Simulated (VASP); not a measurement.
Shape and ions are relaxed at each volume.

Energy against volume of Tb (hcp). All values below come from optB88-vdW, VASP's PBE PAW potentials (set 64) (plane waves; VASP 6.6.1).

The 4f electrons are frozen in the core of the lanthanide potential, so 4f levels, which can set the real gap, and their magnetism are missing.

```json
[
 {"V (Å³/atom)": "29.421", "E (eV/atom)": "-1.87476"},
 {"V (Å³/atom)": "30.360", "E (eV/atom)": "-1.88561"},
 {"V (Å³/atom)": "31.299", "E (eV/atom)": "-1.88843"},
 {"V (Å³/atom)": "32.238", "E (eV/atom)": "-1.88430"},
 {"V (Å³/atom)": "33.177", "E (eV/atom)": "-1.87381"}
]
```

Task: Fit a third-order Birch-Murnaghan equation of state.

Result: 
```yaml
volume_per_atom: 31.19 Å³/atom
bulk_modulus: 40.5 GPa
pressure_derivative_of_the_bulk_modulus: 2.92
```

Measured: bulk modulus 38.7 GPa (computed value off by +4.7 %), as given by Wikipedia, Terbium (infobox). The calculation is for a static lattice, while the measured bulk modulus holds thermal and zero-point effects, which are part of the difference.

The compound is Tb in the hcp structure. It was relaxed first.
